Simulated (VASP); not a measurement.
A run of VASP 6.6.1:

Contents of INCAR:

```
SYSTEM = Cs2Sb6Pd
  ALGO = Normal
  EDIFF = 1E-7
  ENCUT = 520
  GGA = PS
  ISIF = 2
  ISMEAR = -1
  LASPH = .TRUE.
  LCHARG = .FALSE.
  LDAU = .TRUE.
  LDAUJ = 0 0 0
  LDAUL = 2 -1 -1
  LDAUPRINT = 1
  LDAUTYPE = 2
  LDAUU = 1 0 0
  LMAXMIX = 4
  LREAL = .FALSE.
  LWAVE = .FALSE.
  NBANDS = 39
  NELM = 150
  PREC = Accurate
  SIGMA = 0.1
```

File KPOINTS:

```
k-points
0
G
  3 3 3
  0 0 0
```

File POSCAR:

```
Cs2Sb6Pd
1.0
    0.0000000000      5.0867000000      5.0867000000
    5.0867000000      0.0000000000      5.0867000000
    5.0867000000      5.0867000000      0.0000000000
Pd Cs Sb
1 2 6
Direct
    0.0000000000      0.0000000000      0.0000000000
    0.2500000000      0.2500000000      0.2500000000
    0.7500000000      0.7500000000      0.7500000000
    0.7600000000      0.2400000000      0.2400000000
    0.2400000000      0.7600000000      0.2400000000
    0.2400000000      0.7600000000      0.7600000000
    0.7600000000      0.2400000000      0.7600000000
    0.2400000000      0.2400000000      0.7600000000
    0.7600000000      0.7600000000      0.2400000000
```

Potentials or basis: VASP PAW PBE potentials, release 64 (Pd, Cs_sv, Sb).

Run with:

```sh
$ cat potpaw_PBE.64/Pd/POTCAR potpaw_PBE.64/Cs_sv/POTCAR potpaw_PBE.64/Sb/POTCAR > POTCAR
$ mpirun -np 1 vasp_std > vasp.out
```

Hardware: 1 thread of Intel(R) Xeon(R) 6975P-C (Granite Rapids) (shared host).

Q: How long does it take, and how much memory?

A: Run time: 62 s on 1 thread of Intel(R) Xeon(R) 6975P-C (Granite Rapids), with other jobs on the host, peak memory 0.39 GiB. Counts: scf iterations 14, k points 4.
